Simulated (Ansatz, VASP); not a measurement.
## Na16N (a cell with a defect) in VASP and in Ansatz

```
CELL_PARAMETERS angstrom
8.46000 0.00000 0.00000
0.00000 8.46000 0.00000
0.00000 0.00000 8.46000
ATOMIC_POSITIONS crystal
Na 0.01094 0.97504 0.99988
Na 0.50329 0.99554 0.99989
Na 0.01099 0.52516 0.99988
Na 0.00217 0.99051 0.49990
Na 0.20555 0.25010 0.19975
Na 0.50325 0.50467 0.99989
Na 0.50977 0.03560 0.49988
Na 0.81064 0.25012 0.19508
Na 0.00221 0.50972 0.49990
Na 0.27929 0.75012 0.27170
Na 0.20554 0.25010 0.80004
Na 0.50972 0.46462 0.49987
Na 0.73492 0.75008 0.26580
Na 0.81065 0.25012 0.80472
Na 0.27930 0.75012 0.72807
Na 0.73491 0.75008 0.73398
N 0.01110 0.25010 0.99989
```

Alike in both runs: functional PBEsol; k mesh 2 × 2 × 2; occupations fermi-dirac, width 0.15 eV; no spin polarisation.

Ansatz relaxed the structure, and its values are those at the end. VASP's run is a single point on that final structure, the one shown.

```csv
,VASP,Ansatz
version,VASP 6.6.1,Ansatz 0.2.0
potentials or method,"VASP PAW PBE potentials, release 64 (Na_pv, N)","scalar-relativistic, plane waves, PAW"
plane-wave cutoff (eV),520,420
valence electrons in the cell,117,149
```

VASP gave:

- rms of the force components (eV/Å): 0.009

Task: Which values does Ansatz return?

Result: rms of the force components (eV/Å): 0.006.

The two sets of potentials don't hold the same shells in valence.

Caveats: the k mesh is coarse (spacing up to 0.37 Å⁻¹), so the values aren't converged; the PAW data sets were made with another functional, which shifts forces and pressure a little (VASP).
